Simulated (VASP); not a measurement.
# SiC (P6_3mc) in VASP: phonons with PBE

Aim: the phonons of SiC with PBE.

All numbers are computed with VASP 6.6.1; they aren't measurements. Logs are shortened: lines on timing, memory, paths and dates and some standing lists are left out, and cuts for length are marked.

## 1. Starting point

The structure is hexagonal, space group P6_3mc (No. 186). Conventional cell: a = 3.094 Å, b = 3.094 Å, c = 15.180 Å, α = 90.00°, β = 90.00°, γ = 120.00°. Si (site symmetry 3m) has 4 C at 1.90 Å as nearest neighbours. Si (site symmetry 3m) has 4 C at 1.89 to 1.90 Å as nearest neighbours. Si (site symmetry 3m) is surrounded by 4 C at 1.89 to 1.90 Å. Around C (site symmetry 3m) lie 4 Si at 1.89 to 1.90 Å. C (site symmetry 3m) is surrounded by 4 Si at 1.89 to 1.90 Å. Around C (site symmetry 3m) lie 4 Si at 1.90 Å.

The cell was built by a generator and needn't be a form met in nature.

## 2. Phonons, PBE

The input, POSCAR:

```
SiC
1.0
    3.0939795908      0.0000000000      0.0000000000
   -1.5469897954      2.6794649244      0.0000000000
    0.0000000000      0.0000000000     15.1801104067
  Si              C
     6     6
Direct
     0.0000000000000000    0.0000000000000000    0.9999544736283392
     0.3333333332999970    0.6666666667000030    0.1666936276598165
     0.6666666667000030    0.3333333332999970    0.3331818798522580
     0.0000000000000000    0.0000000000000000    0.4999544736283392
     0.6666666667000030    0.3333333332999970    0.6666936276598165
     0.3333333332999970    0.6666666667000030    0.8331818798522581
     0.0000000000000000    0.0000000000000000    0.1252962673309904
     0.3333333332999970    0.6666666667000030    0.2916879983052406
     0.6666666667000030    0.3333333332999970    0.4581857532233554
     0.0000000000000000    0.0000000000000000    0.6252962673309903
     0.6666666667000030    0.3333333332999970    0.7916879983052405
     0.3333333332999970    0.6666666667000030    0.9581857532233554
```

The input, INCAR.step1:

```
SYSTEM = SiC
PREC = Accurate
ENCUT = 600
EDIFF = 1E-8
ISMEAR = -1
SIGMA = 0.05
LREAL = .FALSE.
LASPH = .TRUE.
NELM = 100
ALGO = Normal
ISIF = 3
LWAVE = .FALSE.
LCHARG = .FALSE.
GGA = PE
KPAR = 4
IBRION = 2
NSW = 40
EDIFFG = -0.002
```

The input, INCAR.step2:

```
SYSTEM = SiC
PREC = Accurate
ENCUT = 600
EDIFF = 1E-8
ISMEAR = -1
SIGMA = 0.05
LREAL = .FALSE.
LASPH = .TRUE.
NELM = 100
ALGO = Normal
ISIF = 2
LWAVE = .FALSE.
LCHARG = .FALSE.
GGA = PE
KPAR = 4
IBRION = 8
NSW = 1
LEPSILON = .TRUE.
```

The input, KPOINTS:

```
regular mesh
0
G
  10 10 2
  0 0 0
```

Potentials or basis: VASP PAW PBE potentials, release 64 (Si, C).

On the command line:

```console
cat potpaw_PBE.64/Si/POTCAR potpaw_PBE.64/C/POTCAR > POTCAR
cp INCAR.step1 INCAR
mpirun -np 4 vasp_std > vasp.out
cp CONTCAR POSCAR
cp INCAR.step2 INCAR
mpirun -np 4 vasp_std > vasp.out
```

OUTCAR:

```text
SYSTEM = SiC
   PREC = Accurate
   ENCUT = 600
   EDIFF = 1E-8
   ISMEAR = -1
   LREAL = .FALSE.
   LASPH = .TRUE.
   NELM = 100
   ISIF = 2
   GGA = PE
   IBRION = 8
   NSW = 1
   LEPSILON = .TRUE.

 ion  position               nearest neighbor table
   1  0.000  0.000  1.000-  12 1.90  12 1.90  12 1.90   7 1.90   2 3.10   2 3.10   2 3.10   6 3.10
                             6 3.10   6 3.10
   2  0.333  0.667  0.167-   7 1.89   7 1.89   7 1.89   8 1.90   3 3.10   3 3.10   3 3.10   1 3.10
                             1 3.10   1 3.10
   3  0.667  0.333  0.333-   8 1.89   8 1.89   8 1.89   9 1.90   2 3.10   2 3.10   2 3.10   4 3.10
                             4 3.10   4 3.10
   4  0.000  0.000  0.500-   9 1.90   9 1.90   9 1.90  10 1.90   5 3.10   5 3.10   5 3.10   3 3.10
                             3 3.10   3 3.10
   5  0.667  0.333  0.667-  10 1.89  10 1.89  10 1.89  11 1.90   6 3.10   6 3.10   6 3.10   4 3.10
                             4 3.10   4 3.10
   6  0.333  0.667  0.833-  11 1.89  11 1.89  11 1.89  12 1.90   5 3.10   5 3.10   5 3.10   1 3.10
                             1 3.10   1 3.10
   7  0.000  0.000  0.125-   2 1.89   2 1.89   2 1.89   1 1.90
   8  0.333  0.667  0.292-   3 1.89   3 1.89   3 1.89   2 1.90
   9  0.667  0.333  0.458-   4 1.90   4 1.90   4 1.90   3 1.90
  10  0.000  0.000  0.625-   5 1.89   5 1.89   5 1.89   4 1.90
  11  0.667  0.333  0.792-   6 1.89   6 1.89   6 1.89   5 1.90
  12  0.333  0.667  0.958-   1 1.90   1 1.90   1 1.90   6 1.90

  LATTYP: Found a hexagonal cell.
 ALAT       =     3.0941092921
[... 1223 lines left out ...]
  3Z     0.000000    0.000000    1.472563    0.000000    0.000000    3.994594    0.000000    0.000000  -30.922625    0.000000    0.000000    3.856493    0.000000    0.000000    1.704224    0.000000    0.000000    1.580782    0.000000   -0.000000   -0.869972    0.000000   -0.000000   12.534948    0.000000    0.000000   11.315084    0.000000   -0.000000   -1.562501    0.000000    0.000000   -1.541949    0.000000    0.000000   -1.561642
  4X    -0.022177   -0.000000    0.000000   -0.036369    0.000000    0.000000    0.327913   -0.000000    0.000000  -19.214106   -0.000000   -0.000000    0.313359    0.000000    0.000000   -0.051781    0.000000    0.000000    0.005677    0.000000    0.000000   -0.131779    0.000000    0.000000   16.384109    0.000000    0.000000    2.148027    0.000000   -0.000000    0.235469    0.000000   -0.000000    0.041657   -0.000000    0.000000
  4Y     0.000000   -0.022177   -0.000000    0.000000   -0.036369   -0.000000    0.000000    0.327913   -0.000000    0.000000  -19.214106   -0.000000   -0.000000    0.313359    0.000000    0.000000   -0.051781   -0.000000    0.000000    0.005677    0.000000    0.000000   -0.131779    0.000000    0.000000   16.384109   -0.000000   -0.000000    2.148027    0.000000   -0.000000    0.235469   -0.000000    0.000000    0.041657   -0.000000
  4Z     0.000000   -0.000000    1.361576   -0.000000    0.000000    1.534540    0.000000    0.000000    3.823172    0.000000    0.000000  -30.289648   -0.000000    0.000000    3.702883   -0.000000    0.000000    1.504412    0.000000    0.000000   -1.395256   -0.000000    0.000000   -0.810301    0.000000   -0.000000   12.533083   -0.000000   -0.000000   11.036456    0.000000    0.000000   -1.563925    0.000000    0.000000   -1.436991
  5X    -0.038517    0.000000   -0.000000   -0.011217    0.000000   -0.000000    0.030117   -0.000000    0.000000    0.311555    0.000000   -0.000000  -19.380156    0.000000    0.000000    0.322796    0.000000    0.000000    0.039612   -0.000000    0.000000    0.004594    0.000000   -0.000000   -0.002599   -0.000000    0.000000   16.333341    0.000000    0.000000    2.146588    0.000000   -0.000000    0.243885    0.000000    0.000000
  5Y    -0.000000   -0.038517   -0.000000    0.000000   -0.011217    0.000000    0.000000    0.030117   -0.000000   -0.000000    0.311555    0.000000   -0.000000  -19.380156    0.000000    0.000000    0.322796    0.000000    0.000000    0.039612   -0.000000    0.000000    0.004594    0.000000    0.000000   -0.002599    0.000000    0.000000   16.333341    0.000000   -0.000000    2.146588    0.000000   -0.000000    0.243885    0.000000
  5Z    -0.000000    0.000000    1.569717    0.000000   -0.000000    1.683763   -0.000000    0.000000    1.677630   -0.000000    0.000000    3.664690    0.000000    0.000000  -30.528191    0.000000   -0.000000    4.025317    0.000000   -0.000000   -1.522743    0.000000    0.000000   -1.620251    0.000000    0.000000   -0.914241    0.000000   -0.000000   12.307269    0.000000   -0.000000   11.313867    0.000000   -0.000000   -1.656826
  6X     0.327931    0.000000    0.000000    0.031589    0.000000    0.000000   -0.020330    0.000000    0.000000   -0.052385    0.000000    0.000000    0.325349    0.000000    0.000000  -19.275537    0.000000    0.000000    0.216911   -0.000000   -0.000000    0.011371    0.000000   -0.000000    0.007836    0.000000    0.000000   -0.139667    0.000000    0.000000   16.469704    0.000000    0.000000    2.097228    0.000000    0.000000
  6Y     0.000000    0.327931   -0.000000   -0.000000    0.031589    0.000000   -0.000000   -0.020330    0.000000   -0.000000   -0.052385   -0.000000    0.000000    0.325349   -0.000000    0.000000  -19.275537   -0.000000    0.000000    0.216911   -0.000000    0.000000    0.011371    0.000000    0.000000    0.007836   -0.000000    0.000000   -0.139667    0.000000    0.000000   16.469704    0.000000   -0.000000    2.097228   -0.000000
[... 5 lines left out ...]
  8Y    -0.000000    0.234994    0.000000    0.000000    2.140769   -0.000000    0.000000   16.478126   -0.000000    0.000000   -0.133218    0.000000   -0.000000   -0.001138    0.000000    0.000000    0.017230    0.000000    0.000000    0.260461    0.000000    0.000000  -19.195812    0.000000    0.000000    0.168133    0.000000    0.000000    0.032947    0.000000   -0.000000   -0.002146   -0.000000    0.000000   -0.000346    0.000000
  8Z     0.000000    0.000000   -1.547664   -0.000000    0.000000   11.303332    0.000000    0.000000   12.535180    0.000000    0.000000   -0.832300    0.000000   -0.000000   -1.612397    0.000000    0.000000   -1.538898    0.000000   -0.000000    1.981986    0.000000    0.000000  -26.819816   -0.000000    0.000000    1.970132    0.000000   -0.000000    1.483834    0.000000    0.000000    1.523704    0.000000    0.000000    1.552907
  9X     0.049909    0.000000    0.000000    0.240408    0.000000    0.000000    2.097914   -0.000000    0.000000   16.393998    0.000000    0.000000   -0.007837    0.000000   -0.000000    0.008772    0.000000   -0.000000    0.043886   -0.000000    0.000000    0.167343    0.000000    0.000000  -18.918930    0.000000   -0.000000   -0.059428    0.000000    0.000000   -0.002413    0.000000    0.000000   -0.013624    0.000000    0.000000
  9Y    -0.000000    0.049909   -0.000000    0.000000    0.240408    0.000000    0.000000    2.097914    0.000000    0.000000   16.393998    0.000000   -0.000000   -0.007837    0.000000   -0.000000    0.008772    0.000000    0.000000    0.043886    0.000000   -0.000000    0.167343    0.000000   -0.000000  -18.918930    0.000000    0.000000   -0.059428   -0.000000   -0.000000   -0.002413   -0.000000    0.000000   -0.013624    0.000000
  9Z     0.000000    0.000000   -1.445912    0.000000    0.000000   -1.655194    0.000000    0.000000   11.319396    0.000000   -0.000000   12.546994    0.000000    0.000000   -0.916704    0.000000    0.000000   -1.568269    0.000000    0.000000    1.498566    0.000000    0.000000    1.978796    0.000000    0.000000  -26.994365    0.000000    0.000000    2.130021    0.000000    0.000000    1.546788    0.000000   -0.000000    1.559882
 10X     0.000828   -0.000000    0.000000    0.046748    0.000000   -0.000000    0.211786    0.000000    0.000000    2.144582    0.000000    0.000000   16.343989    0.000000   -0.000000   -0.144262   -0.000000    0.000000   -0.000700    0.000000    0.000000    0.034448   -0.000000    0.000000   -0.058135   -0.000000    0.000000  -18.885160    0.000000    0.000000    0.260277   -0.000000    0.000000    0.045599    0.000000    0.000000
 10Y     0.000000    0.000828    0.000000    0.000000    0.046748   -0.000000    0.000000    0.211786    0.000000    0.000000    2.144582   -0.000000    0.000000   16.343989    0.000000   -0.000000   -0.144262    0.000000    0.000000   -0.000700    0.000000    0.000000    0.034448   -0.000000    0.000000   -0.058135    0.000000   -0.000000  -18.885160   -0.000000    0.000000    0.260277    0.000000    0.000000    0.045599    0.000000
 10Z     0.000000    0.000000   -1.425998   -0.000000   -0.000000   -1.560233   -0.000000    0.000000   -1.558488    0.000000    0.000000   11.072044    0.000000    0.000000   12.349641   -0.000000    0.000000   -0.874801    0.000000   -0.000000    1.434924    0.000000    0.000000    1.501803   -0.000000    0.000000    2.133714    0.000000    0.000000  -26.533414   -0.000000    0.000000    1.961750    0.000000    0.000000    1.499059
 11X    -0.133218    0.000000    0.000000   -0.001138    0.000000    0.000000    0.017230    0.000000    0.000000    0.234994    0.000000    0.000000    2.140769   -0.000000    0.000000   16.478126   -0.000000    0.000000    0.032947   -0.000000   -0.000000   -0.002146    0.000000    0.000000   -0.000346    0.000000    0.000000    0.260461   -0.000000    0.000000  -19.195812    0.000000    0.000000    0.168133   -0.000000    0.000000
 11Y     0.000000   -0.133218   -0.000000    0.000000   -0.001138    0.000000    0.000000    0.017230   -0.000000    0.000000    0.234994   -0.000000    0.000000    2.140769    0.000000    0.000000   16.478126    0.000000   -0.000000    0.032947    0.000000    0.000000   -0.002146    0.000000    0.000000   -0.000346   -0.000000    0.000000    0.260461   -0.000000    0.000000  -19.195812   -0.000000    0.000000    0.168133   -0.000000
 11Z     0.000000    0.000000   -0.832300    0.000000   -0.000000   -1.612397    0.000000    0.000000   -1.538898    0.000000    0.000000   -1.547664    0.000000   -0.000000   11.303332    0.000000   -0.000000   12.535180   -0.000000    0.000000    1.483834    0.000000   -0.000000    1.523704    0.000000   -0.000000    1.552907   -0.000000    0.000000    1.981986    0.000000   -0.000000  -26.819816    0.000000    0.000000    1.970132
 12X    16.393998    0.000000    0.000000   -0.007837   -0.000000    0.000000    0.008772    0.000000    0.000000    0.049909    0.000000    0.000000    0.240408    0.000000    0.000000    2.097914   -0.000000   -0.000000   -0.059428   -0.000000   -0.000000   -0.002413    0.000000    0.000000   -0.013624    0.000000    0.000000    0.043886   -0.000000    0.000000    0.167343   -0.000000   -0.000000  -18.918930    0.000000    0.000000
 12Y     0.000000   16.393998    0.000000    0.000000   -0.007837    0.000000    0.000000    0.008772   -0.000000    0.000000    0.049909    0.000000   -0.000000    0.240408   -0.000000    0.000000    2.097914    0.000000    0.000000   -0.059428    0.000000    0.000000   -0.002413    0.000000    0.000000   -0.013624   -0.000000    0.000000    0.043886   -0.000000    0.000000    0.167343   -0.000000   -0.000000  -18.918930   -0.000000
 12Z     0.000000    0.000000   12.546994    0.000000    0.000000   -0.916704    0.000000    0.000000   -1.568269    0.000000   -0.000000   -1.445912    0.000000   -0.000000   -1.655194    0.000000    0.000000   11.319396    0.000000   -0.000000    2.130021    0.000000    0.000000    1.546788    0.000000    0.000000    1.559882    0.000000    0.000000    1.498566    0.000000    0.000000    1.978796    0.000000    0.000000  -26.994365

 Eigenvectors and eigenvalues of the dynamical matrix
   1 f  =   27.620280 THz   173.543340 2PiTHz  921.313385 cm-1   114.228250 meV
   2 f  =   27.402698 THz   172.176232 2PiTHz  914.055629 cm-1   113.328403 meV
   3 f  =   25.870040 THz   162.546255 2PiTHz  862.931649 cm-1   106.989841 meV
   4 f  =   25.746917 THz   161.772651 2PiTHz  858.824709 cm-1   106.480645 meV
   5 f  =   24.422531 THz   153.451286 2PiTHz  814.647936 cm-1   101.003426 meV
   6 f  =   23.312675 THz   146.477857 2PiTHz  777.627134 cm-1    96.413433 meV
[... 25 lines left out ...]
  32 f  =    4.221958 THz    26.527342 2PiTHz  140.829346 cm-1    17.460606 meV
  33 f  =    4.221958 THz    26.527342 2PiTHz  140.829346 cm-1    17.460606 meV
  34 f/i=    0.001300 THz     0.008170 2PiTHz    0.043371 cm-1     0.005377 meV
  35 f/i=    0.001300 THz     0.008170 2PiTHz    0.043371 cm-1     0.005377 meV
  36 f/i=    0.001837 THz     0.011542 2PiTHz    0.061272 cm-1     0.007597 meV

 MACROSCOPIC STATIC DIELECTRIC TENSOR IONIC CONTRIBUTION
 ------------------------------------------------------
           3.291972     0.000000    -0.000000
           0.000000     3.291972     0.000000
          -0.000000     0.000000     3.547413
 ------------------------------------------------------

 ELASTIC MODULI CONTR FROM IONIC RELAXATION (kBar)
 Direction    XX          YY          ZZ          XY          YZ          ZX
 --------------------------------------------------------------------------------
 XX        -415.3390    245.7057    166.4917     -0.0000     -0.0000     -0.0000
 YY         245.7057   -415.3390    166.4917      0.0000      0.0000      0.0000
 ZZ         166.4917    166.4917   -327.4975     -0.0000      0.0000     -0.0000
 XY          -0.0000      0.0000     -0.0000   -330.5224      0.0000     -0.0000
 YZ           0.0000      0.0000      0.0000      0.0000    -82.9569     -0.0000
 ZX          -0.0000      0.0000     -0.0000     -0.0000     -0.0000    -89.0815
 --------------------------------------------------------------------------------

 PIEZOELECTRIC TENSOR IONIC CONTR  for field in x, y, z        (C/m^2)
          XX          YY          ZZ          XY          YZ          ZX
  --------------------------------------------------------------------------------
  x     0.00000    -0.00000    -0.00000    -0.00000     0.00000    -0.50664
  y    -0.00000     0.00000     0.00000    -0.00000    -0.48844    -0.00000
  z    -0.51496    -0.51496     1.01303     0.00000    -0.00000     0.00000
```

Run time: 43 min. Hardware: 4 MPI ranks of Intel Xeon Platinum 8488C (Sapphire Rapids), shared host; peak memory 1.2 GiB.

What came out:

```yaml
Electronic_dielectric_tensor_diagonal: 7.06, 7.06, 7.27
Born_charges_mean_of_the_diagonal: Si +2.63, +2.73, +2.72; C -2.69, -2.70 e
Highest_phonon_frequency_at_Γ_LO-TO_splitting_left_out: 921 cm⁻¹
```

Phonon frequencies in cm⁻¹ (negative: imaginary):
| q point | frequencies |
| --- | --- |
| (0.000, 0.000, 0.000) | 0 0 0 141 141 145 145 228 228 233 233 258 258 274 277 491 499 596 748 748 751 751 759 759 767 768 768 770 770 778 778 815 859 863 914 921 |

Electronic dielectric tensor:
```
7.06 0.00 0.00
0.00 7.06 0.00
0.00 0.00 7.27
```

Born effective charge tensors (e):
atom 1, Si
```
2.66 0.00 0.00
0.00 2.66 0.00
0.00 0.00 2.58
```
atom 2, Si
```
2.67 0.00 0.00
0.00 2.67 0.00
0.00 0.00 2.85
```
atom 3, Si
```
2.69 0.00 0.00
0.00 2.69 0.00
0.00 0.00 2.76
```
atom 4, Si
```
2.66 0.00 0.00
0.00 2.66 0.00
0.00 0.00 2.58
```
atom 5, Si
```
2.67 0.00 0.00
0.00 2.67 0.00
0.00 0.00 2.85
```
atom 6, Si
```
2.69 0.00 0.00
0.00 2.69 0.00
0.00 0.00 2.76
```
atom 7, C
```
-2.69  0.00  0.00
 0.00 -2.69  0.00
 0.00  0.00 -2.68
```
atom 8, C
```
-2.67  0.00  0.00
 0.00 -2.67  0.00
 0.00  0.00 -2.73
```
atom 9, C
```
-2.65  0.00  0.00
 0.00 -2.65  0.00
 0.00  0.00 -2.79
```
atom 10, C
```
-2.69  0.00  0.00
 0.00 -2.69  0.00
 0.00  0.00 -2.68
```
atom 11, C
```
-2.67  0.00  0.00
 0.00 -2.67  0.00
 0.00  0.00 -2.73
```
atom 12, C
```
-2.65  0.00  0.00
 0.00 -2.65  0.00
 0.00  0.00 -2.79
```
